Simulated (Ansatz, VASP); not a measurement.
# CaMoO4 in two plane-wave programs, part 2 of 3

One calculation is typed for both programs; each brings its own data sets and cutoff. How far apart do they land? The cell is taken from a series of VASP runs on this material, whose earlier steps may have relaxed, scaled or displaced it; both programs get it as it stands.

VASP 6.6.1 and Ansatz 0.2.0.

So far: Set-up; VASP: band structure, PBEsol.

## (3) Ansatz: band structure, PBEsol

Level of this step: Ansatz beside VASP: Kohn-Sham DFT, plane waves, PBEsol (Ansatz).

Ansatz runs on its default PAW (the set named soft_2) files.

The same cell, functional, mesh and smearing now go to Ansatz, which takes its cutoff from its data sets.

input.yaml

```yaml
crystal:
  lattice:
    - [-2.6118, 2.6118, 5.71425]
    - [2.6118, -2.6118, 5.71425]
    - [2.6118, 2.6118, -5.71425]
  atoms:
    - { symbol: Ca, position: [0.75, 0.25, 0.5] }
    - { symbol: Ca, position: [0.0, 0.0, 0.0] }
    - { symbol: Mo, position: [0.25, 0.75, 0.5] }
    - { symbol: Mo, position: [0.5, 0.5, 0.0] }
    - { symbol: O, position: [0.5780598441, 0.9852755757, 0.8934705938] }
    - { symbol: O, position: [0.7352755757, 0.3418049819, 0.9072157316] }
    - { symbol: O, position: [0.0918049819, 0.6845892503, 0.1065294062] }
    - { symbol: O, position: [0.4345892503, 0.8280598441, 0.0927842684] }
    - { symbol: O, position: [0.1719401559, 0.2647244243, 0.6065294062] }
    - { symbol: O, position: [0.0147244243, 0.9081950181, 0.5927842684] }
    - { symbol: O, position: [0.6581950181, 0.5654107497, 0.3934705938] }
    - { symbol: O, position: [0.3154107497, 0.4219401559, 0.4072157316] }
hamiltonian:
  xc: pbesol
  pseudopotentials: { kind: paw }
kpoints:
  mp_grid: { grid: [8, 8, 8] }
  band_path:
    path:
      - [0.0, 0.0, 0.0]
      - [0.19231, -0.19231, 0.0]
      - [0.38462, -0.38462, 0.0]
      - [0.5, -0.5, 0.00804]
      - [0.5, -0.5, 0.05625]
      - [0.5, -0.5, 0.09642]
      - [0.45436, -0.45436, 0.1501]
      - [0.37829, -0.37829, 0.22616]
      - [0.30223, -0.30223, 0.30223]
      - [0.18599, -0.18599, 0.18599]
      - [0.06974, -0.06974, 0.06974]
      - [0.07692, 0.07692, -0.07692]
      - [0.26923, 0.26923, -0.26923]
      - [0.46154, 0.46154, -0.46154]
      - [0.54564, 0.45436, -0.45436]
      - [0.63692, 0.36308, -0.36308]
      - [0.69777, 0.30223, -0.30223]
      - [0.62171, 0.18599, -0.18599]
      - [0.54564, 0.06974, -0.06974]
      - [0.53846, -0.03846, -0.03846]
      - [0.63462, -0.13462, -0.13462]
      - [0.73077, -0.23077, -0.23077]
      - [0.79478, -0.14094, -0.32692]
      - [0.85076, -0.00461, -0.42308]
      - [0.89554, 0.10446, -0.5]
      - [0.74341, 0.25659, -0.5]
      - [0.56085, 0.43915, -0.5]
      - [0.53846, -0.46154, -0.03846]
      - [0.63462, -0.36538, -0.13462]
      - [0.75, -0.25, -0.25]
    npoints: 1
scf:
  occupations: { method: gaussian, width: 0.02 }
  n_extra_bands: 12
output:
  forces: true
  stress: true
  eigenvalues: true
```

Started as:

```sh
$ ansatz run input.yaml --threads 4 --pin off --max-ram 9216MiB --backend cpu --events-out ev --progress --plain --runs-dir out
```

Numbers of over 12 decimals in the logs are rounded to 6 here.

Log:

```text
scf.n_extra_bands = 12 over 48 filled bands (N_el = 96.0): the run solves 60 bands
Engine: ansatz 0.2.0, aarch64-unknown-linux-gnu
Pseudopotentials: kind: paw
Pseudopotential: Ca, paw, valence charge 10, recommended cutoff 420 eV (normal), Ca.paw.azcp
Pseudopotential: Mo, paw, valence charge 14, recommended cutoff 420 eV (normal), Mo.paw.azcp
Pseudopotential: O, paw, valence charge 6, recommended cutoff 420 eV (normal), O.paw.azcp
Functional definition: PBEsol
  exchange = pbesol_x
  correlation = pbesol_c
Crystal: 12 atoms, lattice volume = 155.919 Å³
Basis set: ecut = 420 eV, 3067 PW (Γ), exchange–correlation on 96×96×96 points (8 copies of the dense FFT grid, shifted against one another)
Bands: 60, of which v1, the nominal top of the filled ones, is band 48 counted from 1 (47 counted from 0)
Symmetry: 8 space group operations
Space group: I41/a (ITA 88), of the structure as read, at distance tolerance 5.4e-5 Å
k-points: 78 of 512
Non-local potential: Ca, projectors of the file, l = 0: 3, l = 1: 2, l = 2: 2
Non-local potential: Mo, projectors of the file, l = 0: 3, l = 1: 2, l = 2: 2, l = 3: 1
Non-local potential: O, projectors of the file, l = 0: 2, l = 1: 2, l = 2: 1
PAW form: soft (Blöchl's): semilocal exchange-correlation on the pseudo side does not see the compensation charge
PAW frozen core: Ca, regenerated for the run's functional, and the local potential with it (the file was generated under x = pbe(κ = 0.804, μ = 0.219515), c = pbe(β = 0.066725))
PAW frozen core: Mo, regenerated for the run's functional, and the local potential with it (the file was generated under x = pbe(κ = 0.804, μ = 0.219515), c = pbe(β = 0.066725))
PAW frozen core: O, regenerated for the run's functional, and the local potential with it (the file was generated under x = pbe(κ = 0.804, μ = 0.219515), c = pbe(β = 0.066725))
PAW one-centre angular grid: Ca, 110 points (default); XC on 64 Gauss nodes
PAW one-centre angular grid: Mo, 590 points (default); XC on 64 Gauss nodes
PAW one-centre angular grid: O, 110 points (default); XC on 64 Gauss nodes
Initial density: superposition of atomic densities (neutral atoms: chi_scale 0, normalization atom), corrected by the library's trained network
Initial wavefunctions: pseudopotential atomic-orbital guess
Functional: x = pbesol(κ = 0.804, μ = 0.123457), c = pbesol(β = 0.046)
SCF iter   1: F=—  HF=-17879.837908 eV  |F-HF|=—  |Δ(HF+E_count)|=         —  Δρ=1.55e-2  dr2=3.23e-1  ethr=1.77e-3  ⟨swp⟩=7.7  Hψ=19749  notcnv=0  defer=7
preconditioner: auto → Resta (q_TF=auto, 2.516 Å⁻¹)  ε∞=4.9  [insulator: Δε(μ)=3.226 eV  Ē_g=13.212 eV  σ=0.020 eV  W_gap=1.00  n_scr=36 (ndim 8)  ℏωp=25.9 eV  f_vac=0.041  D(μ)=0.00/eV (n_scr^D=0)  ε∞_Penn≈4.9]
SCF iter   2: F=—  HF=-17879.781385 eV  |F-HF|=—  |Δ(HF+E_count)|=   5.65e-2  Δρ=6.40e-3  dr2=8.27e-2  ethr=3.36e-4  ⟨swp⟩=2.0  Hψ=8051  notcnv=0  defer=624
SCF iter   3: F=—  HF=-17879.767488 eV  |F-HF|=—  |Δ(HF+E_count)|=   1.39e-2  Δρ=1.74e-3  dr2=4.45e-3  ethr=8.61e-5  ⟨swp⟩=2.0  Hψ=6236  notcnv=0  defer=624
SCF iter   4: F=—  HF=-17879.766897 eV  |F-HF|=—  |Δ(HF+E_count)|=   5.91e-4  Δρ=4.95e-4  dr2=2.86e-4  ethr=4.63e-6  ⟨swp⟩=3.0  Hψ=7922  notcnv=0  defer=624
SCF iter   5: F=—  HF=-17879.767012 eV  |F-HF|=—  |Δ(HF+E_count)|=   1.15e-4  Δρ=7.66e-5  dr2=1.13e-5  ethr=2.98e-7  ⟨swp⟩=2.9  Hψ=8121  notcnv=0  defer=624
SCF iter   6: F=—  HF=-17879.766940 eV  |F-HF|=—  |Δ(HF+E_count)|=   7.17e-5  Δρ=1.99e-5  dr2=6.96e-7  ethr=1.18e-8  ⟨swp⟩=2.2  Hψ=6248  notcnv=0  defer=624
SCF iter   7: F=-17879.766942 eV  HF=-17879.766942 eV  |F-HF|=4.61e-8  |Δ(HF+E_count)|=   1.23e-6  Δρ=3.95e-6  dr2=3.23e-8  ethr=1.04e-10  ⟨swp⟩=10.9  Hψ=22040  notcnv=0
SCF 1 converged in 7 iterations: F = -17879.766942 eV  dr2 = 3.23e-8
  greatest PAW one-centre occupation: 0.999 electrons in one spin orbital (limit 2), on the Mo atom at site 3 (counted from 0), in its partial waves of l = 0
NSCF: frozen V_eff on 30 k-points
SCF converged after 7 iterations
Free energy (F): -17879.766942 eV
Harris-Foulkes:  -17879.766942 eV  (|F-HF|=4.61e-8)
Internal energy: -17879.766942 eV  (E = F + TS)
E sigma→0 (E₀):  -17879.766942 eV
Fermi energy:    8.562522 eV
--- Per-component energies (eV) ---
  E_band       = -746.390418
  E_kinetic    = 2825.830410
  E_local      = -6795.534873  (includes V_loc(G=0)·N_el)
  E_nonlocal   = 799.538115
  E_hartree    = 2332.826621
  E_xc         = -1215.686095
  E_vxc        = -1540.402404  (∫ρ·V_xc dr)
  E_paw        = -9176.602206  (= ΣΔE_a)
  E_vpaw       = -701.497955  (= ΣTr[D̂ρ^β])
  E_aug_tail   = 0.019746  (compensation charges beyond the density's cutoff)
  E_ewald      = -6651.097150
  E_core_change = 0.938491  (= ΣΔE_core)
  E_smearing   = -0.000000  (= −TS)
  E_closure    = 0.000000  (closes the sum)
  Σ components = -17879.766942   (vs F -17879.766942, Δ=0.00e0)
--- Forces (eV/Å), atoms counted from 1 ---
  atom   1  Ca     0.00000000     0.00000000     0.00000000
  atom   2  Ca     0.00000000     0.00000000     0.00000000
  atom   3  Mo     0.00000000    -0.00000000     0.00000000
  atom   4  Mo     0.00000000    -0.00000000     0.00000000
  atom   5  O     -0.03615492    -0.05060648    -0.04936361
  atom   6  O      0.05060648    -0.03615492    -0.04936361
  atom   7  O      0.03615492     0.05060648    -0.04936361
  atom   8  O     -0.05060648     0.03615492    -0.04936361
  atom   9  O      0.03615492     0.05060648     0.04936361
  atom  10  O     -0.05060648     0.03615492     0.04936361
  atom  11  O     -0.03615492    -0.05060648     0.04936361
  atom  12  O      0.05060648    -0.03615492     0.04936361
  max |Σ_I F_I| component: 1.39e-17 eV/Å
--- Stress (GPa, compression-positive) ---
       -1.572371       0.000000       0.000000
       -0.000000      -1.572371      -0.000000
        0.000000       0.000000      -2.030723
  P = ⅓ Tr σ = -1.7252 GPa (-17.252 kbar)
--- Band table (eV; the first three rows and the last of 78) ---
  k-point 0: bands = [... 44 lower, 6.1868, 6.5454, 6.8760, 6.8760, 10.2490, 10.6596, 10.9779, 11.0285, ... 8 higher]
  k-point 1: bands = [... 44 lower, 6.2329, 6.5145, 6.7245, 6.8219, 10.3211, 10.7069, 10.9770, 11.0451, ... 8 higher]
  k-point 2: bands = [... 44 lower, 6.3449, 6.4119, 6.4274, 6.6980, 10.4454, 10.8293, 10.8359, 11.1342, ... 8 higher]
  k-point 77: bands = [... 44 lower, 6.4252, 6.4252, 6.8121, 6.8121, 10.4633, 10.4633, 10.7260, 10.7260, ... 8 higher]
```

It took 12 s on 4 threads of Arm Neoverse V2, shared host; peak memory 0.89 GiB; 48 s of CPU time.

## (4) Side by side

Known differences besides the potentials themselves: the cutoff is 420 eV in Ansatz and 520 eV in VASP; Ansatz makes its cores anew for this functional, VASP keeps those of its PBE data sets; VASP leaves aspherical gradient terms in its spheres out (LASPH is not set), Ansatz keeps them. Total energies have different zeros and are not compared.

The two programs side by side:

```csv
quantity,Ansatz,VASP,difference
pressure (GPa),-1.73,-1.20,-0.53
pressure without Ansatz's Pulay correction (GPa),-2.37,-1.20,-1.18
gap over the path points (eV),3.373,3.364,+0.009
```

Levels at points of the path, from each program's valence-band top (eV; 4 filled, then empty):

| k (reciprocal lattice) | Ansatz | VASP |
| --- | --- | --- |
| 0.000 0.000 0.000 | -0.69 -0.33 0.00 0.00 3.37 3.78 4.10 | -0.69 -0.34 0.00 0.00 3.36 3.78 4.10 |
| 0.192 -0.192 0.000 | -0.55 -0.41 -0.33 -0.12 3.52 3.89 4.03 | -0.55 -0.42 -0.33 -0.12 3.51 3.89 4.03 |
| 0.385 -0.385 0.000 | -0.78 -0.56 -0.40 -0.35 3.63 3.77 4.10 | -0.78 -0.56 -0.40 -0.35 3.63 3.77 4.10 |
| 0.500 -0.500 0.008 | -0.58 -0.57 -0.47 -0.46 3.66 3.67 4.18 | -0.59 -0.57 -0.46 -0.46 3.65 3.67 4.18 |
| 0.500 -0.500 0.056 | -0.63 -0.55 -0.45 -0.41 3.64 3.72 4.16 | -0.63 -0.56 -0.45 -0.41 3.63 3.71 4.16 |
| 0.500 -0.500 0.096 | -0.64 -0.54 -0.42 -0.36 3.64 3.76 4.12 | -0.65 -0.55 -0.42 -0.35 3.63 3.75 4.12 |
| 0.454 -0.454 0.150 | -0.67 -0.53 -0.34 -0.28 3.63 3.82 4.05 | -0.68 -0.53 -0.34 -0.29 3.62 3.82 4.05 |
| 0.378 -0.378 0.226 | -0.59 -0.49 -0.29 -0.22 3.69 3.85 3.97 | -0.60 -0.49 -0.29 -0.22 3.68 3.85 3.97 |
| 0.302 -0.302 0.302 | -0.60 -0.47 -0.32 -0.15 3.77 3.81 3.96 | -0.60 -0.47 -0.32 -0.15 3.76 3.81 3.96 |
| 0.186 -0.186 0.186 | -0.54 -0.44 -0.32 -0.27 3.64 3.94 3.98 | -0.54 -0.44 -0.32 -0.27 3.63 3.94 3.97 |

At this near-relaxed geometry the largest component of a force difference is 50 meV/Å. Among the levels compared at these points, filled levels agree within 7 meV and empty ones within 9 meV. Ansatz's pressure holds a Pulay correction of 0.65 GPa; VASP's holds none.

## (5) What the set-up changes

Further runs change the set-up of one program: Ansatz's method, potentials or start, or VASP's data sets, cutoff or form of LDA. The table gives Ansatz less VASP for each quantity, since a change that brings one quantity closer may part another.

```
                                        run  r.m.s. force difference (meV/Å)  pressure (GPa)  gap over the path points (eV)  pressure without Ansatz's Pulay correction (GPa)
                                   as above                               37           -0.53                         0.0086                                              -1.2
                       cores kept as stored                               32           -0.47                         0.0095                                              -1.1
    Ansatz's larger PAW set (cutoff 900 eV)                               35           -0.52                         0.0072                                             -0.58
norm-conserving potentials (cutoff 1143 eV)                               41           -0.73                         0.0044
```

## (6) Ansatz: single point, PBEsol

With cell and atoms fixed, the geometry can't cause a difference; cores, projectors, grids and the points listed under the comparison can.

The cell is taken from a series of VASP runs on this material, whose earlier steps may have relaxed, scaled or displaced it; both programs get it as it stands.

input.yaml, the sections that differ from step 3:

```yaml
kpoints:
  mp_grid: { grid: [6, 6, 6] }
scf:
  occupations: { method: gaussian, width: 0.02 }
  n_extra_bands: 7
output:
  forces: true
  stress: true
  eigenvalues: true
  write_density: true
  write_potential: true
  elf: true
  volumetric_format: npy
# crystal, hamiltonian: as in step 3
```

Log:

```text
[...]
Crystal: 12 atoms, lattice volume = 155.919 Å³
Basis set: ecut = 420 eV, 3067 PW (Γ), exchange–correlation on 96×96×96 points (8 copies of the dense FFT grid, shifted against one another)
Bands: 55, of which v1, the nominal top of the filled ones, is band 48 counted from 1 (47 counted from 0)
Symmetry: 8 space group operations
[...]
k-points: 36 of 216
[...]
k-point 0: bands = [... 44 lower, 6.1868, 6.5454, 6.8760, 6.8760, 10.2490, 10.6595, 10.9779, 11.0285, ... 3 higher]
  k-point 1: bands = [... 44 lower, 6.2885, 6.4881, 6.6199, 6.7853, 10.3644, 10.7417, 10.9387, 11.0816, ... 3 higher]
  k-point 2: bands = [... 44 lower, 6.0870, 6.3402, 6.4745, 6.5965, 10.4949, 10.7168, 10.9232, 11.1338, ... 3 higher]
  k-point 35: bands = [... 44 lower, 6.4252, 6.4252, 6.8121, 6.8121, 10.4633, 10.4633, 10.7260, 10.7260, ... 3 higher]
[key lines of the parts left out:]
SCF converged after 7 iterations
Free energy (F): -17879.766844 eV
Fermi energy:    8.562515 eV
P = ⅓ Tr σ = -1.7252 GPa (-17.252 kbar)
```

It took 5.6 s on 4 threads; peak memory 0.69 GiB.

The run ends at a pressure of -1.73 GPa, with forces up to 0.079 eV/Å.

[end of part 2 of 3]

[Lines on the potential files, build, host, timing and source positions are cut from VASP's logs without a mark.]

[Logs are printed without paths, hosts, clocks, repeated set-up lines and the standing remarks that a program may print on its own settings, such as how far it seeks lower states.]

[Hosts, paths, dates, database ids (printed as entryN), source tags and the programs' standing remarks are cut or masked in the printed files.]
